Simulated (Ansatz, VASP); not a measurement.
**Cross-check of SiGe7 between VASP and Ansatz**

Wanted: the spread between two codes on one cell, functional and k mesh. The cell is taken from a series of runs on this material, whose earlier steps may have relaxed, scaled, displaced or heated it; both programs get it as it stands.

Main program and level: Ansatz 0.2.0; plane waves, with VASP 6.6.1 beside it; relaxation of cell and atoms at r2SCAN.

### 1. The starting structure

The structure is orthorhombic, space group Amm2 (No. 38). The conventional cell has a = 3.981 Å, b = 7.961 Å, c = 11.259 Å, α = 90.00°, β = 90.00°, γ = 90.00°. Ge has 4 Ge at 2.44 Å nearest. Nearest to Ge lie 4 Ge at 2.44 Å. Nearest to Ge lie 3 Ge at 2.44 Å and 1 Si at 2.44 Å. Nearest to Ge lie 2 Ge at 2.44 Å and 2 Si at 2.44 Å. Nearest to Si lie 4 Ge at 2.44 Å. Farther neighbours are not listed.

### 2. VASP: relaxation of cell and atoms, r2SCAN

The relaxed volume is the usual yardstick between codes: in a stiff, nearly cubic crystal its relative difference is about their pressure difference at one cell divided by the bulk modulus.

Lines of VASP's logs that name or quote its potential files are left out, and so is its time.

File INCAR:

```
SYSTEM = SiGe7
PREC = Accurate
ENCUT = 550
EDIFF = 1E-07
NELM = 120
ISMEAR = -1
SIGMA = 0.02
LREAL = .FALSE.
ALGO = Normal
METAGGA = R2SCAN
LASPH = .TRUE.
NBANDS = 126
LORBIT = 11
LWAVE = .FALSE.
LCHARG = .FALSE.
ISIF = 3
IBRION = 2
NSW = 80
EDIFFG = -0.005
GGA_COMPAT = .FALSE.
NELMIN = 4
EFERMI = MIDGAP
LMIXTAU = .TRUE.
KPAR = 4
```

File POSCAR:

```
SiGe7
1.0
    0.0000000000      5.6295000000      5.6295000000
    5.6295000000      0.0000000000      5.6295000000
    5.6295000000      5.6295000000      0.0000000000
Ge Si
14 2
Direct
    0.2500000000      0.2500000000      0.2500000000
    0.3750000000      0.3750000000      0.3750000000
    0.2500000000      0.2500000000      0.7500000000
    0.3750000000      0.3750000000      0.8750000000
    0.2500000000      0.7500000000      0.2500000000
    0.3750000000      0.8750000000      0.3750000000
    0.2500000000      0.7500000000      0.7500000000
    0.3750000000      0.8750000000      0.8750000000
    0.7500000000      0.2500000000      0.2500000000
    0.8750000000      0.3750000000      0.3750000000
    0.8750000000      0.3750000000      0.8750000000
    0.8750000000      0.8750000000      0.3750000000
    0.7500000000      0.7500000000      0.7500000000
    0.8750000000      0.8750000000      0.8750000000
    0.7500000000      0.2500000000      0.7500000000
    0.7500000000      0.7500000000      0.2500000000
```

File KPOINTS:

```
Automatic mesh
0
Gamma
4 4 4
0 0 0
```

PAW data sets: Ge_d and Si (PBE family, release 64).

Command:

```sh
mpirun -np 4 vasp_std
```

Numbers of over 12 decimals in the logs are rounded to 6 here.

What it wrote:

```text
[banner, memory and clock lines left out]
running    4 mpi-ranks, on    1 nodes
 distrk:  each k-point on    1 cores,    4 groups
 distr:  one band on    1 cores,    1 groups

 POSCAR found type information on POSCAR GeSi
 POSCAR found :  2 types and      16 ions
|                                                                             |
|               ----> ADVICE to this user running VASP <----                  |
|                                                                             |
|     You enforced a specific xc type in the INCAR file but a different       |
|     [... a line on the potential file left out ...]
|     I HOPE YOU KNOW WHAT YOU ARE DOING!                                     |
|                                                                             |

 LDA part: xc-table for (None), standard interpolation
 POSCAR, INCAR and KPOINTS ok, starting setup
 FFT: planning ... GRIDC
 FFT: planning ... GRID_SOFT
 FFT: planning ... GRID
 WAVECAR not read
 entering main loop
       N       E                     dE             d eps       ncg     rms          rms(c)
DAV:   1     0.302024525510E+04    0.30202E+04   -0.87947E+04  5444   0.459E+03
DAV:   2     0.478531889163E+03   -0.25417E+04   -0.24386E+04  4536   0.123E+03
DAV:   3    -0.139888176254E+03   -0.61842E+03   -0.58800E+03  4576   0.298E+02
DAV:   4    -0.226560865160E+03   -0.86673E+02   -0.82902E+02  5212   0.114E+02
DAV:   5    -0.231426984621E+03   -0.48661E+01   -0.47962E+01  5144   0.288E+01    0.110E+01
DAV:   6    -0.220624722944E+03    0.10802E+02   -0.34401E+00  5064   0.118E+01    0.606E+00
DAV:   7    -0.201566150628E+03    0.19059E+02   -0.30892E+00  4960   0.797E+00    0.201E+00
DAV:   8    -0.208285165923E+03   -0.67190E+01   -0.13770E+00  5408   0.532E+00    0.946E-01
DAV:   9    -0.210305954313E+03   -0.20208E+01   -0.53298E-01  4992   0.308E+00    0.324E-01
DAV:  10    -0.211547151582E+03   -0.12412E+01   -0.73496E-01  4926   0.374E+00    0.479E-01
DAV:  11    -0.211512221106E+03    0.34930E-01   -0.44520E-02  5240   0.215E+00    0.407E-01
DAV:  12    -0.211535106040E+03   -0.22885E-01   -0.77252E-03  5138   0.121E+00    0.203E-01
DAV:  13    -0.211557658571E+03   -0.22553E-01   -0.14356E-02  4890   0.696E-01    0.249E-01
DAV:  14    -0.211553655196E+03    0.40034E-02   -0.14674E-03  4944   0.216E-01    0.187E-01
[...]
DAV:  28    -0.211562967154E+03    0.71838E-05   -0.27135E-06  6144   0.315E-02    0.514E-03
DAV:  29    -0.211562976768E+03   -0.96144E-05   -0.26479E-06  5760   0.175E-02    0.593E-03
DAV:  30    -0.211562978049E+03   -0.12807E-05   -0.16273E-06  4896   0.194E-02    0.499E-03
DAV:  31    -0.211562977263E+03    0.78627E-06   -0.16023E-07  3240   0.390E-03    0.460E-03
DAV:  32    -0.211562979013E+03   -0.17507E-05   -0.16744E-07  3580   0.646E-03    0.410E-03
DAV:  33    -0.211562980427E+03   -0.14133E-05   -0.46442E-07  4602   0.319E-02    0.182E-03
DAV:  34    -0.211562980657E+03   -0.23071E-06   -0.12878E-07  3044   0.756E-03    0.186E-03
DAV:  35    -0.211562980693E+03   -0.35936E-07   -0.11176E-07  2574   0.192E-03
   1 F= -.21156298E+03 E0= -.21156298E+03  d E =-.211563E+03
[...]
2 F= -.21160392E+03 E0= -.21160392E+03  d E =-.409401E-01
[...]
3 F= -.21160457E+03 E0= -.21160457E+03  d E =-.415905E-01
[...]
4 F= -.21160886E+03 E0= -.21160886E+03  d E =-.428825E-02
[...]
5 F= -.21160917E+03 E0= -.21160917E+03  d E =-.459788E-02
[...]
6 F= -.21160917E+03 E0= -.21160917E+03  d E =-.459592E-02
 curvature:  -0.46 expect dE=-0.377E-04 dE for cont linesearch -0.736E-06
 ZBRENT: accuracy reached
 trial: gam=-0.01646 g(F)=  0.734E-04 g(S)=  0.765E-05 ort = 0.142E-03 (trialstep = 0.985E+00)
 search vector abs. value=  0.798E-04
 bond charge predicted
       N       E                     dE             d eps       ncg     rms          rms(c)
DAV:   1    -0.211609203736E+03   -0.36677E-04   -0.15002E-02  5624   0.478E-01    0.376E-02
DAV:   2    -0.211609222489E+03   -0.18753E-04   -0.41532E-04  5548   0.126E-01    0.210E-02
DAV:   3    -0.211609215679E+03    0.68104E-05   -0.38431E-05  5848   0.129E-01    0.542E-03
DAV:   4    -0.211609222237E+03   -0.65578E-05   -0.21340E-05  4766   0.612E-02    0.313E-03
DAV:   5    -0.211609222323E+03   -0.86256E-07   -0.70016E-06  4856   0.215E-02    0.231E-03
DAV:   6    -0.211609221082E+03    0.12410E-05   -0.93934E-07  5372   0.281E-02    0.100E-03
DAV:   7    -0.211609220560E+03    0.52183E-06   -0.80574E-07  5016   0.525E-03    0.544E-04
DAV:   8    -0.211609220595E+03   -0.34925E-07   -0.14915E-07  2698   0.745E-03
   7 F= -.21160922E+03 E0= -.21160922E+03  d E =-.534671E-04
 trial-energy change:   -0.000053  1 .order   -0.000051   -0.000078   -0.000024
 step:   1.2979(harm=  1.4240)  dis= 0.00062  next Energy=  -211.609224 (dE=-0.573E-04)
 reached required accuracy - stopping structural energy minimisation
```

Parts of OUTCAR (step 2):

```text
ion  position               nearest neighbor table
   1  0.250  0.250  0.250-   2 2.44   4 2.44   6 2.44  10 2.44
   2  0.375  0.375  0.375-   1 2.44   3 2.44   5 2.44   9 2.44
   3  0.250  0.250  0.750-   2 2.44   4 2.44   8 2.44  11 2.44
   4  0.375  0.375  0.875-   1 2.44   3 2.44   7 2.44  15 2.44
   5  0.250  0.750  0.250-   2 2.44   6 2.44   8 2.44  12 2.44
   6  0.375  0.875  0.375-   1 2.44   5 2.44   7 2.44  16 2.44
   7  0.250  0.750  0.750-   4 2.44   6 2.44   8 2.44  14 2.44
   8  0.375  0.875  0.875-   3 2.44   5 2.44   7 2.44  13 2.44
   9  0.750  0.250  0.250-   2 2.44  10 2.44  11 2.44  12 2.44
  10  0.875  0.375  0.375-   1 2.44   9 2.44  15 2.44  16 2.44
  11  0.875  0.375  0.875-   3 2.44   9 2.44  13 2.44  15 2.44
  12  0.875  0.875  0.375-   5 2.44   9 2.44  13 2.44  16 2.44
  13  0.750  0.750  0.750-   8 2.44  11 2.44  12 2.44  14 2.44
  14  0.875  0.875  0.875-   7 2.44  13 2.44  15 2.44  16 2.44
  15  0.750  0.250  0.750-   4 2.44  10 2.44  11 2.44  14 2.44
  16  0.750  0.750  0.250-   6 2.44  10 2.44  12 2.44  14 2.44

  LATTYP: Found a face centered cubic cell.
 ALAT       =    11.2590000000

 Subroutine GETGRP returns: Found  4 space group operations
 (whereof  2 operations were pure point group operations)

The static configuration has the point symmetry C_1h.
 The point group associated with its full space group is C_2v.

 Found     18 irreducible k-points:

   k-points           NKPTS =     18   k-points in BZ     NKDIM =     18   number of bands    NBANDS=    126

   dimension x,y,z NGX =    64 NGY =   64 NGZ =   64
   dimension x,y,z NGXF=   128 NGYF=  128 NGZF=  128

   ENCUT  =  550.0 eV  40.42 Ry    6.36 a.u.  15.22 15.22 15.22*2*pi/ulx,y,z

   NELECT =     204.0000    total number of electrons

 k-points in reciprocal lattice and weights: Automatic mesh
   0.00000000  0.00000000  0.00000000       0.016
   0.25000000  0.00000000  0.00000000       0.062
   0.00000000  0.25000000  0.00000000       0.062
   0.50000000  0.00000000  0.00000000       0.031
   0.00000000  0.50000000  0.00000000       0.031
   0.25000000  0.25000000  0.00000000       0.062
   0.00000000  0.25000000  0.25000000       0.031
   0.50000000  0.25000000  0.00000000       0.125
   0.00000000  0.50000000  0.25000000       0.062
[...]
-0.25000000  0.50000000  0.25000000       0.062
   0.50000000  0.25000000 -0.25000000       0.031

 average (electrostatic) potential at core
       1 -79.3293       2 -79.2859       3 -79.3124       4 -79.3026       5 -79.3124
       6 -79.3026       7 -79.3293       8 -79.2859       9 -79.3293      10 -79.3198
      11 -79.3026      12 -79.3026      13 -79.3293      14 -79.3198      15 -87.8441
      16 -87.8441

 E-fermi :   5.0790

 k-point     1 :       0.0000    0.0000    0.0000
  band No.  band energies     occupation
    ...
     98       3.4844      2.00000
     99       3.4851      2.00000
    100       4.8386      1.99999
    101       4.8425      1.99999
    102       4.8598      1.99997
    103       5.2892      0.00005
    104       5.3314      0.00001
    105       5.4129      0.00000
    106       5.5081      0.00000
    107       5.6447      0.00000
    ...

 k-point     2 :       0.2500    0.0000    0.0000
  band No.  band energies     occupation
    ...
     98       3.0634      2.00000
     99       3.5244      2.00000
    100       3.5442      2.00000
    101       4.5076      2.00000
    102       4.5157      2.00000
    103       5.5648      0.00000
    104       5.8631      0.00000
    105       5.9655      0.00000
    106       6.0384      0.00000
    107       6.3303      0.00000
    ...

 k-point     3 :       0.0000    0.2500    0.0000
  band No.  band energies     occupation
    ...
     98       3.0610      2.00000
     99       3.5379      2.00000
    100       3.5486      2.00000
    101       4.5063      2.00000
    102       4.5070      2.00000
    103       5.5580      0.00000
    104       5.8908      0.00000
    105       5.9460      0.00000
    106       6.0175      0.00000
    107       6.3228      0.00000
    ...

  Total       -0.0333499     -0.0334820     -0.0334820      0.0000000     -0.0054440     -0.0000000
  in kB       -0.1487637     -0.1493531     -0.1493531      0.0000000     -0.0242842     -0.0000000
  external PRESSURE =      -0.1491566 kB  Pullay stress =       0.0000000 kB

  energy-cutoff  :      550.00
  volume of cell :      359.18
      direct lattice vectors                 reciprocal lattice vectors
    -0.000000000  5.641874207  5.641874207    -0.088623252  0.088623032  0.088623032
     5.641860226 -0.000058559  5.641932766     0.088623252 -0.088621193  0.088621193
     5.641860226  5.641932766 -0.000058559     0.088623252  0.088621193 -0.088621193

 POSITION                                       TOTAL-FORCE (eV/Angst)
 -----------------------------------------------------------------------------------
      2.82074      2.82093      2.82093         0.000202     -0.003088     -0.003088
      4.23061      4.23141      4.23141        -0.003209      0.000000      0.000000
      5.64187      5.64190      2.82091         0.003655     -0.000000     -0.000000
      7.03593      7.06970      4.24871         0.000507      0.001902      0.001902
      5.64187      2.82091      5.64190         0.003655     -0.000000     -0.000000
      7.03593      4.24871      7.06970         0.000507      0.001902      0.001902
      8.46260      5.64186      5.64186         0.000202     -0.003088     -0.003088
      9.87247      7.05234      7.05234        -0.003209      0.000000     -0.000000
      2.82074      5.64188      5.64188         0.000202      0.003088      0.003088
      4.26519      7.05234      7.05234         0.000290     -0.000000     -0.000000
      7.03593      9.85598      7.03498         0.000507     -0.001902     -0.001902
      7.03593      7.03498      9.85598         0.000507     -0.001902     -0.001902
      8.46260      8.46282      8.46282         0.000202      0.003088      0.003088
      9.90705      9.87328      9.87328         0.000290     -0.000000     -0.000000
      5.64201      8.46284      5.64184        -0.002156      0.000000      0.000000
      5.64201      5.64184      8.46284        -0.002156      0.000000     -0.000000
 -----------------------------------------------------------------------------------
    total drift:                               -0.001418     -0.000000     -0.000000

  FREE ENERGIE OF THE ION-ELECTRON SYSTEM (eV)
  ---------------------------------------------------
  free  energy   TOTEN  =      -211.6092205949 eV

  energy  without entropy=     -211.6092201326  energy(sigma->0) =     -211.60922036

 reached required accuracy - stopping structural energy minimisation

 total charge
# of ion       s       p       d       tot
------------------------------------------
    1        1.101   1.291  10.022  12.415
    2        1.102   1.304  10.024  12.430
    3        1.101   1.296  10.023  12.421
    4        1.098   1.309  10.023  12.430
    5        1.101   1.296  10.023  12.421
    6        1.098   1.309  10.023  12.430
    7        1.101   1.291  10.022  12.415
    8        1.102   1.304  10.024  12.430
    9        1.101   1.291  10.022  12.415
   10        1.094   1.312  10.021  12.428
   11        1.098   1.309  10.023  12.430
   12        1.098   1.309  10.023  12.430
   13        1.101   1.291  10.022  12.415
   14        1.094   1.312  10.021  12.428
   15        0.756   0.895   0.000   1.651
   16        0.756   0.895   0.000   1.651
--------------------------------------------------
tot         16.903  20.016 140.319 177.237

[... 3 further parts left out ...]
```

CONTCAR:

```
SiGe7
   1.00000000000000
    -0.0000000000000000    5.6418742067007299    5.6418742067007299
     5.6418602256621639   -0.0000585589058604    5.6419327656065903
     5.6418602256621639    5.6419327656065903   -0.0000585589058604
  Ge              Si
    14     2
Direct
     0.2500147126184378    0.2499835585569573    0.2499835585569573
     0.3750697985627521    0.3749302014372479    0.3749302014372479
     0.2499993495599248    0.2500006504400751    0.7500006504400752
     0.3795251106025727    0.3735466846478140    0.8735466846478140
     0.2499993495599248    0.7500006504400752    0.2500006504400751
     0.3795251106025727    0.8735466846478140    0.3735466846478140
     0.2500147126184378    0.7499835585569573    0.7499835585569573
     0.3750697985627521    0.8749302014372479    0.8749302014372479
     0.7500181702676476    0.2499835585569573    0.2499835585569573
     0.8720046853369687    0.3779953146630312    0.3779953146630312
     0.8733815201017993    0.3735466846478140    0.8735466846478140
     0.8733815201017993    0.8735466846478140    0.3735466846478140
     0.7500181702676476    0.7499835585569573    0.7499835585569573
     0.8720046853369687    0.8779953146630313    0.8779953146630313
     0.7499866529498969    0.2500133470501031    0.7500133470501031
     0.7499866529498969    0.7500133470501031    0.2500133470501031
```

[end of part 1 of 2]

[Lines on the potential files, build, host, timing and source positions are cut from VASP's logs without a mark.]

[Logs are printed without paths, hosts, clocks, repeated set-up lines and the standing remarks that a program may print on its own settings, such as how far it seeks lower states.]

[Hosts, paths, dates, database ids (printed as entryN), source tags and the programs' standing remarks are cut or masked in the printed files.]
